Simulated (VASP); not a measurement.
Given:

```
CELL_PARAMETERS angstrom
      0.00000     3.22838     3.22838
      3.22838     0.00000     3.22838
      3.22838     3.22838     0.00000
ATOMIC_POSITIONS crystal
  Na 0.25000 0.25000 0.25000
  Na 0.75000 0.75000 0.75000
  S  0.00000 0.00000 0.00000
```

These are optB88-vdW, VASP's PBE PAW potentials (set 64) (plane waves; VASP) values and carry that method's errors. Run with 520 eV cut-off, 6×6×6 Γ-centred mesh, Gaussian smearing of 0.050 eV, potentials Na_pv S.

Task: The job: Na2S (antifluorite), 3 atoms, optB88-vdW, static run, 520 eV, 6×6×6 Γ-centred mesh. Roughly how much core time does it take on a busy server core?

Result: About 70 core-seconds (one run on a shared machine, a rough figure). It had 16 irreducible k-points, 14 bands, up to 1837 plane waves and 15 electronic steps.

The compound is Na2S in the antifluorite structure. This cell is one point of a volume scan, at 0.97 of the reference volume.
